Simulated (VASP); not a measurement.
An input for Quantum ESPRESSO's pw.x (written as the equivalent of a VASP run, and not itself run):

```
&CONTROL
  calculation = 'vc-relax'
  pseudo_dir = './pseudo'
  outdir = './out'
  tprnfor = .true.
  tstress = .true.
  nstep = 60
  forc_conv_thr = 0.00078
/
&SYSTEM
  ibrav = 0
  nat = 6
  ntyp = 3
  ecutwfc = 96
  occupations = 'smearing'
  smearing = 'gaussian'
  degauss = 0.003675
  input_dft = 'pbe'
  vdw_corr = 'grimme-d3'
  dftd3_version = 4
  dftd3_threebody = .false.
  nspin = 2
  starting_magnetization(1) = 0.5
  starting_magnetization(2) = -0.5
/
&ELECTRONS
  conv_thr = 7.3e-08
  electron_maxstep = 100
/
&IONS
/
&CELL
/
ATOMIC_SPECIES
  Mn1 54.938 Mn.upf
  Mn2 54.938 Mn.upf
  F 18.998 F.upf
CELL_PARAMETERS angstrom
     4.8864166    0.0000000    0.0000000
     0.0000000    4.8864166    0.0000000
     0.0000000    0.0000000    3.3254998
ATOMIC_POSITIONS crystal
  Mn1  0.0000000  1.0000000  1.0000000
  Mn2  0.5000000  0.5000000  0.5000000
  F    0.3043025  0.3043025  0.0000000
  F    0.8043025  0.1956975  0.5000000
  F    0.1956975  0.8043025  0.5000000
  F    0.6956975  0.6956975  1.0000000
K_POINTS automatic
  4 4 6 0 0 0
```

**Question.** Translate this input to VASP (INCAR, KPOINTS, POSCAR, choice of POTCAR).

**Answer.** Several could match; the one computed here: 
### KPOINTS
```
kpoints
0
G
  4 4 6
```

**POSCAR**
```
MnF2
1
    4.8864165545     0.0000000000     0.0000000000
    0.0000000000     4.8864165545     0.0000000000
    0.0000000000     0.0000000000     3.3254997615
Mn F
2 4
Direct
  0.0000000000   1.0000000000   1.0000000000
  0.5000000000   0.5000000000   0.5000000000
  0.3043025362   0.3043025362   0.0000000000
  0.8043025362   0.1956974638   0.5000000000
  0.1956974638   0.8043025362   0.5000000000
  0.6956974638   0.6956974638   1.0000000000
```

**INCAR**
```
EDIFFG = -0.02   # ionic stop
LORBIT = 10
LCHARG = .FALSE.
ALGO = Normal   # blocked Davidson
IBRION = 2   # conjugate gradients
NELM = 100   # most electronic steps
ENCUT = 520   # plane-wave cut-off (eV)
LWAVE = .FALSE.
EDIFF = 1E-6
SYSTEM = MnF2
MAGMOM = 5.0 -5.0 4*0.0
GGA = PE
LASPH = .TRUE.   # aspherical one-centre terms
ISPIN = 2   # spin-polarised
ISIF = 3
PREC = Accurate
LREAL = .FALSE.   # projection in real space or not
ISMEAR = 0   # Gaussian
SIGMA = 0.05   # width (eV)
NSW = 60   # most ionic steps
LMAXMIX = 4
IVDW = 12   # D3, Becke-Johnson
```

POTCAR, in this order: Mn_pv F (PBE.64 set). Program: vasp_std.

What does not carry over: the potentials are each code's own (VASP's PAW set, PseudoDojo norm-conserving files in pw.x), so ENCUT and ecutwfc are chosen apart and not converted; conv_thr bounds pw.x's estimated SCF error, while EDIFF bounds the energy change between steps; starting_magnetization is a fraction of the valence charge and MAGMOM a moment in μB, so they match only roughly; forc_conv_thr acts on force components and is met together with etot_conv_thr.

The compound is MnF2 in the rutile structure. This run relaxes it. Symmetry was kept, so distortions that lower it aren't found. The start is the result of an earlier pass.
